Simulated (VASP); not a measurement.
# ReB (Pm-3m) in VASP: relaxation of cell and atoms with PBE

Aim: the relaxation of cell and atoms of ReB with PBE.

Everything below comes from runs of VASP 6.6.1. Logs are shortened: lines on timing, memory, paths and dates and some standing lists are left out, and cuts for length are marked.

### 1 The crystal as given

It takes space group Pm-3m (No. 221, cubic). Conventional cell: a = 2.748 Å, b = 2.748 Å, c = 2.748 Å, α = 90.00°, β = 90.00°, γ = 90.00°. Around Re (site symmetry m-3m) lie 8 B at 2.38 Å. B (site symmetry m-3m) is surrounded by 8 Re at 2.38 Å.

The cell was built by a generator and needn't be a form met in nature.

### 2 Relaxation of cell and atoms, PBE

INCAR

```
SYSTEM = ReB
PREC = Accurate ; ENCUT = 600
EDIFF = 1E-7 ; ISMEAR = 0
SIGMA = 0.05 ; LREAL = .FALSE.
LASPH = .TRUE. ; NELM = 100
ALGO = Fast ; ISIF = 3
LWAVE = .FALSE. ; LCHARG = .FALSE.
GGA = PE ; IBRION = 2
NSW = 60 ; EDIFFG = -0.02
```

KPOINTS

```
regular mesh
0
G
  10 10 10
  0 0 0
```

POSCAR

```
ReB
1.0
    2.7484600000      0.0000000000      0.0000000000
    0.0000000000      2.7484600000      0.0000000000
    0.0000000000      0.0000000000      2.7484600000
Re B
1 1
Direct
    0.0000000000      0.0000000000      0.0000000000
    0.5000000000      0.5000000000      0.5000000000
```

Potentials or basis: VASP PAW PBE potentials, release 64 (Re, B).

Command:

```bash
> cat potpaw_PBE.64/Re/POTCAR potpaw_PBE.64/B/POTCAR > POTCAR
> mpirun -np 1 vasp_std > vasp.out
```

OUTCAR:

```text
SYSTEM = ReB
   PREC = Accurate
   ENCUT = 600
   EDIFF = 1E-7
   ISMEAR = 0
   LREAL = .FALSE.
   LASPH = .TRUE.
   NELM = 100
   ISIF = 3
   GGA = PE
   IBRION = 2
   NSW = 60
   EDIFFG = -0.02

 ion  position               nearest neighbor table
   1  0.000  0.000  0.000-   2 2.38   2 2.38   2 2.38   2 2.38   2 2.38   2 2.38   2 2.38   2 2.38

   2  0.500  0.500  0.500-   1 2.38   1 2.38   1 2.38   1 2.38   1 2.38   1 2.38   1 2.38   1 2.38

  LATTYP: Found a simple cubic cell.
 ALAT       =     2.7484600000

  Lattice vectors:

 A1 = (   2.7484600000,   0.0000000000,   0.0000000000)
 A2 = (   0.0000000000,   2.7484600000,   0.0000000000)
 A3 = (   0.0000000000,   0.0000000000,   2.7484600000)

Analysis of symmetry for initial positions (statically):
=====================================================================
 Subroutine PRICEL returns:
 Original cell was already a primitive cell.

 Routine SETGRP: Setting up the symmetry group for a
 simple cubic supercell.

 Subroutine GETGRP returns: Found 48 space group operations
 (whereof 48 operations were pure point group operations)
 out of a pool of 48 trial point group operations.

The static configuration has the point symmetry O_h .

Analysis of symmetry for dynamics (positions and initial velocities):
=====================================================================
 Subroutine PRICEL returns:
 Original cell was already a primitive cell.

 Routine SETGRP: Setting up the symmetry group for a
 simple cubic supercell.

 Subroutine GETGRP returns: Found 48 space group operations
 (whereof 48 operations were pure point group operations)
 out of a pool of 48 trial point group operations.

The dynamic configuration has the point symmetry O_h .

 Subroutine INISYM returns: Found 48 space group operations
 (whereof 48 operations are pure point group operations),
 and found     1 'primitive' translations

----------------------------------------------------------------------------------------

                                     Primitive cell

  volume of cell :      20.7620

  direct lattice vectors                    reciprocal lattice vectors
     2.748460000  0.000000000  0.000000000     0.363840114  0.000000000  0.000000000
     0.000000000  2.748460000  0.000000000     0.000000000  0.363840114  0.000000000
     0.000000000  0.000000000  2.748460000     0.000000000  0.000000000  0.363840114

  length of vectors
     2.748460000  2.748460000  2.748460000     0.363840114  0.363840114  0.363840114

  position of ions in fractional coordinates (direct lattice)
     0.000000000  0.000000000  0.000000000
     0.500000000  0.500000000  0.500000000

  ion indices of the primitive-cell ions
   primitive index   ion index
                 1           1
                 2           2

----------------------------------------------------------------------------------------

 KPOINTS: regular mesh

Automatic generation of k-mesh.
 Grid dimensions read from file:
 generate k-points for:   10   10   10

 Generating k-lattice:

  Cartesian coordinates                     Fractional coordinates (reciprocal lattice)
     0.036384011  0.000000000  0.000000000     0.100000000  0.000000000  0.000000000
     0.000000000  0.036384011  0.000000000     0.000000000  0.100000000  0.000000000
     0.000000000  0.000000000  0.036384011     0.000000000  0.000000000  0.100000000

  Length of vectors
     0.036384011  0.036384011  0.036384011

  Shift w.r.t. Gamma in fractional coordinates (k-lattice)
     0.000000000  0.000000000  0.000000000

 Subroutine IBZKPT returns following result:
 ===========================================

 Found     56 irreducible k-points:

 Following reciprocal coordinates:
            Coordinates               Weight
  0.000000  0.000000  0.000000      1.000000
  0.100000  0.000000  0.000000      6.000000
  0.200000  0.000000  0.000000      6.000000
  0.300000  0.000000  0.000000      6.000000
  0.400000  0.000000  0.000000      6.000000
  0.500000  0.000000  0.000000      3.000000
[... 16 lines left out ...]
  0.200000  0.100000  0.100000     24.000000
  0.300000  0.100000  0.100000     24.000000
 [... further k-points ...]
   k-points           NKPTS =     56   k-points in BZ     NKDIM =     56   number of bands    NBANDS=      9
   number of dos      NEDOS =    301   number of ions     NIONS =      2
   total plane-waves  NPLWV =  13824
   dimension x,y,z NGX =    24 NGY =   24 NGZ =   24
   dimension x,y,z NGXF=    48 NGYF=   48 NGZF=   48
   ions per type =               1   1
   NGX,Y,Z   is equivalent  to a cutoff of  14.52, 14.52, 14.52 a.u.
   NGXF,Y,Z  is equivalent  to a cutoff of  29.03, 29.03, 29.03 a.u.
 SYSTEM =  ReB
   PREC   = accura    normal or accurate (medium, high low for compatibility)
   ISTART =      0    job   : 0-new  1-cont  2-samecut
   ICHARG =      2    charge: 1-file 2-atom 10-const
   ISPIN  =      1    spin polarized calculation?
   LNONCOLLINEAR =      F non collinear calculations
   LSORBIT =      F    spin-orbit coupling
   LASPH  =      T    aspherical Exc in radial PAW
   ENCUT  =  600.0 eV  44.10 Ry    6.64 a.u.   5.49  5.49  5.49*2*pi/ulx,y,z
   NELM   =    100;   NELMIN=  2; NELMDL= -5     # of ELM steps
   EDIFF  = 0.1E-06   stopping-criterion for ELM
   LREAL  =      F    real-space projection
   EDIFFG = -.2E-01   stopping-criterion for IOM
   NSW    =     60    number of steps for IOM
   IBRION =      2    ionic relax: 0-MD 1-quasi-New 2-CG
   NFREE  =      1    steps in history (QN), initial steepest desc. (CG)
   ISIF   =      3    stress and relaxation
   ISYM   =      2    0-nonsym 1-usesym 2-fastsym
   POTIM  = 0.5000    time-step for ionic-motion
   TEBEG  =    0.0;   TEEND  =   0.0 temperature during run
   PSTRESS=    0.0 pullay stress
   NELECT =      10.0000    total number of electrons
   NUPDOWN=      -1.0000    fix difference up-down
   EMIN   =  10.00;   EMAX   =-10.00  energy-range for DOS
   EFERMI =   0.00;   METHOD = LEGACY
   ISMEAR =     0;   SIGMA  =   0.05  broadening in eV -4-tet -1-fermi 0-gaus
   EFERMI_NEDOS =   21; number of points for ismear=-14 and -15
   IALGO  =     68    algorithm
   IMIX   =      4    mixing-type and parameters
     AMIX     =   0.40;   BMIX     =  1.00
     AMIX_MAG =   1.60;   BMIX_MAG =  1.00
  volume/ion in A,a.u.               =      10.38        70.05
  Fermi-wavevector in a.u.,A,eV,Ry     =   1.283272  2.425033 22.405900  1.646787
  Thomas-Fermi vector in A             =   2.415535
   LORBIT       =      0    0 simple, 1 ext, 2 COOP (PROOUT), +10 PAW based schemes
   GGA     = PE    functional components
   LHFCALC =     F    Hartree Fock is set to
   AEXX    =    0.0000 exact exchange contribution
   IVDW    =     0    specifies the selected vdW correction
   LEPSILON=     F    determine dielectric tensor
   LRPA    =     F    only Hartree local field effects (RPA)
 conjugate gradient relaxation of ions
 non-spin polarized calculation
 RMM-DIIS sequential band-by-band and
 Gauss-broadening in eV      SIGMA  =   0.05
  energy-cutoff  :      600.00
  volume of cell :       20.76
 maximum number of plane-waves:       739
 NGX is ok and might be reduce to    24
   NGX = 11   NGY = 11   NGZ = 11

--------------------------------------- Ionic step        1  -------------------------------------------

 number of electron      10.0000000 magnetization

 number of electron       9.9999999 magnetization

 Free energy of the ion-electron system (eV)
  ---------------------------------------------------
  ext. energy  EPLUGINS =         0.00000000
  ---------------------------------------------------
  free energy    TOTEN  =       -18.51246922 eV

  energy without entropy =      -18.50985983  energy(sigma->0) =      -18.51116453

------------------------ aborting loop because EDIFF is reached ----------------------------------------

  FORCE on cell =-STRESS in cart. coord.  units (eV):
  Direction    XX          YY          ZZ          XY          YZ          ZX
  --------------------------------------------------------------------------------------
  -------------------------------------------------------------------------------------
  Total        0.2231144      0.2231144      0.2231144      0.0000000      0.0000000      0.0000000
  in kB       17.2174923     17.2174923     17.2174923      0.0000000      0.0000000      0.0000000
  external PRESSURE =      17.2174923 kB  Pullay stress =       0.0000000 kB
[... 57 lines left out ...]
  energy  without entropy=      -18.5074898577  energy(sigma->0) =      -18.50878187

--------------------------------------- Ionic step        3  -------------------------------------------

 number of electron       9.9999999 magnetization

 Free energy of the ion-electron system (eV)
  ---------------------------------------------------
  ext. energy  EPLUGINS =         0.00000000
  ---------------------------------------------------
  free energy    TOTEN  =       -18.51299541 eV

  energy without entropy =      -18.51039514  energy(sigma->0) =      -18.51169527

 E-fermi :   8.4782     XC(G=0): -13.4639

 val. band max:        8.4664749156   @ k =   0.5000   0.4000   0.3000
 cond. band min:       8.5061349430   @ k =   0.5000   0.3000   0.1000
 fundamental gap:      0.0396600274
 Fermi energy:         8.4782431601

 k-point     1 :       0.0000    0.0000    0.0000
  band No.  band energies     occupation
      1      -4.6007      2.00000
      2       3.4262      2.00000
      3       3.4262      2.00000
      4      10.3559      0.00000
      5      10.3559      0.00000
      6      10.3559      0.00000
      7      11.0348      0.00000
      8      11.0348      0.00000
      9      11.0348      0.00000
[... 265 lines left out ...]
 k-point    24 :       0.3000    0.1000    0.1000
  band No.  band energies     occupation
      1      -2.2399      2.00000
      2       3.0684      2.00000
      3       4.2520      2.00000
      4       6.3301      2.00000
      5       6.6813      2.00000
      6       9.5492      0.00000
      7      11.4206      0.00000
      8      15.0479      0.00000
      9      15.5406      0.00000

 [... further k-points ...]

------------------------ aborting loop because EDIFF is reached ----------------------------------------

  FORCE on cell =-STRESS in cart. coord.  units (eV):
  Direction    XX          YY          ZZ          XY          YZ          ZX
  --------------------------------------------------------------------------------------
  -------------------------------------------------------------------------------------
  Total       -0.0022607     -0.0022607     -0.0022607      0.0000000      0.0000000     -0.0000000
  in kB       -0.1736224     -0.1736224     -0.1736224      0.0000000      0.0000000     -0.0000000
  external PRESSURE =      -0.1736224 kB  Pullay stress =       0.0000000 kB
[... 17 lines left out ...]
  FREE ENERGIE OF THE ION-ELECTRON SYSTEM (eV)
  ---------------------------------------------------
  free  energy   TOTEN  =       -18.5129954052 eV

  energy  without entropy=      -18.5103951386  energy(sigma->0) =      -18.51169527

 reached required accuracy - stopping structural energy minimisation
```

Run time: 26 s. Hardware: 1 thread of Intel Xeon Platinum 8559C (Emerald Rapids), shared host; peak memory 0.15 GiB.

Results:

```
Free energy                            : -18.5130 eV
Relaxed volume                         : 10.43 Å³/atom
Relaxed cell                           : a = 2.753 Å, b = 2.753 Å, c = 2.753 Å, α = 90.00°, β = 90.00°, γ = 90.00°
Space group after relaxing (to 0.05 Å) : Pm-3m (No. 221)
Energy gained by relaxing              : 0.3 meV/atom
Ionic steps                            : 3
Pressure after relaxing                : 0.0 GPa
Band gap on the k mesh                 : none (metal or under the smearing width)
```

Step by step:
```
step  energy change (eV)  largest force (eV/Å)  pressure (GPa)  volume (Å³)
   1              0.0000                0.0000            1.72        20.76
   2              0.0024                0.0000           -3.89        21.10
   3             -0.0005                0.0000           -0.02        20.86
```

Final structure:
```yaml
crystal:
  lattice:
    - [2.75285, 0.00000, 0.00000]
    - [0.00000, 2.75285, 0.00000]
    - [0.00000, 0.00000, 2.75285]
  atoms:
    - { symbol: Re, position: [0.00000, 0.00000, 0.00000] }
    - { symbol: B, position: [0.50000, 0.50000, 0.50000] }
```

Spin-orbit coupling is left out, which matters for the levels of Re.

### 3 For comparison

An earlier run on the cell as given: functional PBE; potentials or basis VASP PAW PBE potentials, release 64 (Re, B); cutoff 520 eV; k mesh 10 × 10 × 10; occupations fermi-dirac, width 0.05 eV; no spin polarisation.

- Pressure: 1.7 GPa
- Band gap on the k mesh: none (metal or under the smearing width)
